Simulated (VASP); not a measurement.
Input:

```xyz
54
Lattice="0.0000 7.8340 7.8340 7.8340 0.0000 7.8340 7.8340 7.8340 0.0000" Properties=species:S:1:pos:R:3 pbc="T T T"
Mg     0.0000     0.0000     0.0000
Mg     2.6113     2.6113     0.0000
Mg     5.2226     5.2226     0.0000
Mg     2.6113     0.0000     2.6113
Mg     5.2226     2.6113     2.6113
Mg     7.8340     5.2226     2.6113
Mg     5.2226     0.0000     5.2226
Mg     7.8340     2.6113     5.2226
Mg    10.4453     5.2226     5.2226
Mg     0.0000     2.6113     2.6113
Mg     2.6113     5.2226     2.6113
Mg     5.2226     7.8340     2.6113
Mg     2.6113     2.6113     5.2226
Mg     5.2226     5.2226     5.2226
Mg     7.8340     7.8340     5.2226
Mg     5.2226     2.6113     7.8340
Mg     7.8340     5.2226     7.8340
Mg    10.4453     7.8340     7.8340
Mg     0.0000     5.2226     5.2226
Mg     2.6113     7.8340     5.2226
Mg     5.2226    10.4453     5.2226
Mg     2.6113     5.2226     7.8340
Mg     5.2226     7.8340     7.8340
Mg     7.8340    10.4453     7.8340
Mg     5.2226     5.2226    10.4453
Mg     7.8340     7.8340    10.4453
Mg    10.4453    10.4453    10.4453
S      2.6113     2.6113     2.6113
S      5.2226     5.2226     2.6113
S      7.8340     7.8340     2.6113
S      5.2226     2.6113     5.2226
S      7.8340     5.2226     5.2226
S     10.4453     7.8340     5.2226
S      7.8340     2.6113     7.8340
S     10.4453     5.2226     7.8340
S     13.0566     7.8340     7.8340
S      2.6113     5.2226     5.2226
S      5.2226     7.8340     5.2226
S      7.8340    10.4453     5.2226
S      5.2226     5.2226     7.8340
S      7.8340     7.8340     7.8340
S     10.4453    10.4453     7.8340
S      7.8340     5.2226    10.4453
S     10.4453     7.8340    10.4453
S     13.0566    10.4453    10.4453
S      2.6113     7.8340     7.8340
S      5.2226    10.4453     7.8340
S      7.8340    13.0566     7.8340
S      5.2226     7.8340    10.4453
S      7.8340    10.4453    10.4453
S     10.4453    13.0566    10.4453
S      7.8340     7.8340    13.0566
S     10.4453    10.4453    13.0566
S     13.0566    13.0566    13.0566
```

Calculation: PBE GGA, VASP's PBE PAW potentials (set 64) (plane waves; VASP 6.6.1). Settings: PREC = Normal, LREAL = Auto, 400 eV cut-off, 1×1×1 Γ-centred mesh, Gaussian smearing of 0.050 eV, potentials Mg S.

The supercell is sampled at Γ alone, which is coarse: total energies, pressure and levels can be off, energies of defects by several tenths of an eV.

Q: Estimate the energy per atom (σ→0), pressure.

A: 
The energy per atom (σ→0) is -399.2 kJ/mol-atom and the pressure is 1.47 GPa.

Only differences to runs with the same potentials and settings are physical.

The cell is a supercell, built from a database entry that may be metastable or hypothetical.
